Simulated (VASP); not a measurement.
Data:

```xyz
2
Lattice="2.8725 0.0000 0.0000 0.0000 2.8241 0.0000 0.0000 0.0000 4.0770" Properties=species:S:1:pos:R:3 pbc="T T T"
Ti     0.0000     0.0000     0.0000
Al     1.4791     1.4121     2.0385
```

Method: PBE GGA, VASP's PBE PAW potentials (set 64) (plane waves; VASP). Numerical set-up: 520 eV cut-off, 11×12×8 Γ-centred mesh, first-order Methfessel-Paxton smearing of 0.10 eV, potentials Ti_pv Al.

### Question
Which forces act on the atoms, in eV/Å?

### Answer

| atom | Fx | Fy | Fz |
|---|---|---|---|
| Ti1 | 0.179 | 0.000 | 0.000 |
| Al2 | -0.179 | 0.000 | 0.000 |

### Question
Give the stress tensor in GPa (positive for a compressed cell).

### Answer

```
-3.67   0.00   0.00
 0.00  -0.93   0.00
 0.00   0.00  -1.47
```
The pressure is its mean diagonal, -2.02 GPa.

The compound is TiAl in the L1_0 structure. The cell was not relaxed at this level, atoms are displaced from their ideal sites. The run is one of a series of settings (ENCUT = 520, POTCAR Ti_pv Al (PBE.64 set) against the base run), some of them coarse on purpose. The electron count is odd and the run is not spin-polarised, which forces a metal.
